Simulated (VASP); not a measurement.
Output of a VASP run:

### OUTCAR
```
 ion  position               nearest neighbor table
   1  0.333  0.667  0.250-   2 2.80   2 2.80   2 2.80   2 2.80   2 2.80   2 2.80
   2  0.667  0.333  0.750-   1 2.80   1 2.80   1 2.80   1 2.80   1 2.80   1 2.80
  LATTYP: Found a hexagonal cell.
 ALAT       =     2.8645276951
 C/A-ratio  =     1.5785586482
 Subroutine PRICEL returns:
 Original cell was already a primitive cell.
 Subroutine GETGRP returns: Found 24 space group operations
The static configuration has the point symmetry D_3d.
 The point group associated with its full space group is D_6h.
The dynamic configuration has the point symmetry D_3d.
 Subroutine INISYM returns: Found 24 space group operations
 Subroutine IBZKPT returns following result:
 Found    135 irreducible k-points:

 Following reciprocal coordinates:
            Coordinates               Weight
  0.000000  0.000000  0.000000      1.000000
  0.066667  0.000000  0.000000      6.000000
  0.133333  0.000000  0.000000      6.000000
  0.200000 -0.000000  0.000000      6.000000
  0.266667  0.000000  0.000000      6.000000
  0.333333  0.000000  0.000000      6.000000
  0.400000  0.000000  0.000000      6.000000
  0.466667  0.000000  0.000000      6.000000
  0.066667  0.066667  0.000000      6.000000
  0.133333  0.066667  0.000000     12.000000
  0.200000  0.066667  0.000000     12.000000
  0.266667  0.066667  0.000000     12.000000
  0.333333  0.066667  0.000000     12.000000
  0.400000  0.066667  0.000000     12.000000
  0.466667  0.066667  0.000000      6.000000
  0.133333  0.133333  0.000000      6.000000
  0.200000  0.133333  0.000000     12.000000
  0.266667  0.133333  0.000000     12.000000
  0.333333  0.133333  0.000000     12.000000
  0.400000  0.133333  0.000000     12.000000
  0.200000  0.200000  0.000000      6.000000
  0.266667  0.200000  0.000000     12.000000
  0.333333  0.200000  0.000000     12.000000
  0.400000  0.200000  0.000000      6.000000
  0.266667  0.266667  0.000000      6.000000
  0.333333  0.266667  0.000000     12.000000
  0.333333  0.333333  0.000000      2.000000
  0.000000  0.000000  0.125000      2.000000
  0.066667  0.000000  0.125000     12.000000
  0.133333  0.000000  0.125000     12.000000
  0.200000 -0.000000  0.125000     12.000000
  0.266667  0.000000  0.125000     12.000000
  0.333333  0.000000  0.125000     12.000000
  0.400000  0.000000  0.125000     12.000000
  0.466667  0.000000  0.125000     12.000000
  0.066667  0.066667  0.125000     12.000000
  0.133333  0.066667  0.125000     24.000000
  0.200000  0.066667  0.125000     24.000000
  0.266667  0.066667  0.125000     24.000000
  0.333333  0.066667  0.125000     24.000000
   k-points           NKPTS =    135   k-points in BZ     NKDIM =    135   number of bands    NBANDS=     16
   number of dos      NEDOS =    301   number of ions     NIONS =      2
   total plane-waves  NPLWV =  20736
   dimension x,y,z NGX =    24 NGY =   24 NGZ =   36
   dimension x,y,z NGXF=    48 NGYF=   48 NGZF=   72
   ions per type =               2
   PREC   = accura    normal or accurate (medium, high low for compatibility)
   ISTART =      0    job   : 0-new  1-cont  2-samecut
   ICHARG =      2    charge: 1-file 2-atom 10-const
   ISPIN  =      1    spin polarized calculation?
   LNONCOLLINEAR =      F non collinear calculations
   LSORBIT =      F    spin-orbit coupling
   INIWAV =      1    electr: 0-lowe 1-rand  2-diag
   ENCUT  =  500.0 eV  36.75 Ry    6.06 a.u.   5.22  5.22  8.24*2*pi/ulx,y,z
   NELM   =    100;   NELMIN=  2; NELMDL= -5     # of ELM steps
   EDIFF  = 0.1E-05   stopping-criterion for ELM
   LREAL  =      F    real-space projection
   NLSPLINE    = F    spline interpolate recip. space projectors
   LMAXMIX     =    4 max onsite mixed and CHGCAR
   VOSKOWN=      0    Vosko Wilk Nusair interpolation
   EDIFFG = -.2E-01   stopping-criterion for IOM
   NSW    =     40    number of steps for IOM
...
```

OSZICAR:
```
       N       E                     dE             d eps       ncg     rms          rms(c)
DAV:   1     0.243373867869E+03    0.24337E+03   -0.13437E+04  4320   0.184E+03
DAV:   2     0.890325581975E+01   -0.23447E+03   -0.23299E+03  4456   0.489E+02
DAV:   3    -0.179219913181E+02   -0.26825E+02   -0.26642E+02  8440   0.134E+02
DAV:   4    -0.189552083881E+02   -0.10332E+01   -0.10332E+01  4456   0.280E+01
DAV:   5    -0.190131978398E+02   -0.57989E-01   -0.57989E-01  7000   0.451E+00    0.125E+01
DAV:   6    -0.171023209156E+02    0.19109E+01   -0.69356E+00  5128   0.308E+01    0.335E+00
DAV:   7    -0.170804846104E+02    0.21836E-01   -0.78152E-01  6488   0.731E+00    0.203E+00
DAV:   8    -0.171081933971E+02   -0.27709E-01   -0.23465E-01  5000   0.674E+00    0.728E-01
DAV:   9    -0.170990592233E+02    0.91342E-02   -0.50552E-02  5072   0.281E+00    0.844E-02
DAV:  10    -0.170994818741E+02   -0.42265E-03   -0.29561E-03  6856   0.421E-01    0.926E-02
DAV:  11    -0.170994926110E+02   -0.10737E-04   -0.20308E-04  5744   0.144E-01    0.354E-02
DAV:  12    -0.170994814461E+02    0.11165E-04   -0.44829E-05  5456   0.664E-02    0.284E-03
DAV:  13    -0.170994816079E+02   -0.16181E-06   -0.11939E-06  3544   0.116E-02
   1 F= -.17099482E+02 E0= -.17099799E+02  d E =-.170995E+02
```

OUTCAR:
```
------------------------ aborting loop because EDIFF is reached ----------------------------------------
  FORCE on cell =-STRESS in cart. coord.  units (eV):
  Direction    XX          YY          ZZ          XY          YZ          ZX
  --------------------------------------------------------------------------------------
  Total        0.0103111      0.0103111      0.0077362      0.0000000      0.0000000     -0.0000000
  in kB        0.5141208      0.5141208      0.3857363      0.0000000      0.0000000     -0.0000000
  external PRESSURE =       0.4713259 kB  Pullay stress =       0.0000000 kB
  volume of cell :       32.13
      direct lattice vectors                 reciprocal lattice vectors
     1.432263824 -2.480753767  0.000000000     0.349097695 -0.201551644  0.000000000
     1.432263824  2.480753767  0.000000000     0.349097695  0.201551644  0.000000000
     0.000000000  0.000000000  4.521824966     0.000000000  0.000000000  0.221149648
 POSITION                                       TOTAL-FORCE (eV/Angst)
 -----------------------------------------------------------------------------------
      1.43226      0.82692      1.13046         0.000000     -0.000000      0.000000
      1.43226     -0.82692      3.39137         0.000000      0.000000      0.000000
 -----------------------------------------------------------------------------------
    total drift:                               -0.000000      0.001048     -0.000021
  FREE ENERGIE OF THE ION-ELECTRON SYSTEM (eV)
  ---------------------------------------------------
  free  energy   TOTEN  =       -17.0994816079 eV

  energy  without entropy=      -17.1004329719  energy(sigma->0) =      -17.09979873

 reached required accuracy - stopping structural energy minimisation
```
(Selected blocks of OUTCAR.)

**POSCAR**
```
Ti
1
    1.4322638243    -2.4807537672     0.0000000000
    1.4322638243     2.4807537672    -0.0000000000
    0.0000000000    -0.0000000000     4.5218249661
Ti
2
Direct
  0.3333330000   0.6666670000   0.2500000000
  0.6666670000   0.3333330000   0.7500000000
```

Q: Write an INCAR and KPOINTS that could have produced this output.

A: One answer among several that fit: the input of the run itself, LDA (Ceperley-Alder, Perdew-Zunger), plane waves, VASP's LDA PAW potentials (set 64).

### KPOINTS
```
kpoints
0
gamma
 15 15 8
0 0 0
```

**INCAR**
```
PREC  =  Accurate
LMAXMIX  =  4   # l cut-off of mixed one-centre charges
IBRION  =  2   # conjugate gradients
ENCUT  =  500
SIGMA  =  0.1   # width (eV)
NELM  =  100
ISIF  =  3   # ions, shape and volume
LWAVE  =  .FALSE.
ISMEAR  =  1   # Methfessel-Paxton
SYSTEM  =  Ti
LREAL  =  .FALSE.
NSW  =  40   # most ionic steps
EDIFF  =  1E-6   # SCF stop (eV)
ALGO  =  Normal
EDIFFG  =  -0.02
LCHARG  =  .FALSE.
LASPH  =  .TRUE.   # aspherical one-centre terms
```

POTCAR, in this order: Ti_sv (LDA.64 set). Program: vasp_std.

The compound is Ti in the hcp structure. It was relaxed first, which changed the volume by -9 %.
